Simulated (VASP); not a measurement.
```yaml
crystal:
  lattice:
    - [-2.13000, 2.13000, 2.13000]
    - [2.13000, -2.13000, 2.13000]
    - [2.13000, 2.13000, -2.13000]
  atoms:
    - { symbol: Na, position: [0.00000, 0.00000, 0.00000] }
```

Level of theory: vdW-DF-cx, VASP's PBE PAW potentials (set 64) (plane waves; VASP). Run with 520 eV cut-off, 11×11×11 Γ-centred mesh, first-order Methfessel-Paxton smearing of 0.10 eV, potentials Na_pv.

Q: Predict the energy per atom (σ→0), band gap (on the k-mesh) with the smallest direct gap where there is one.

A: 
```yaml
band gap (on the k-mesh): none (metal, semimetal or under 0.01 eV)
energy per atom (σ→0): 0.881 eV/atom
```

The compound is Na in the bcc structure. The cell was not relaxed at this level.
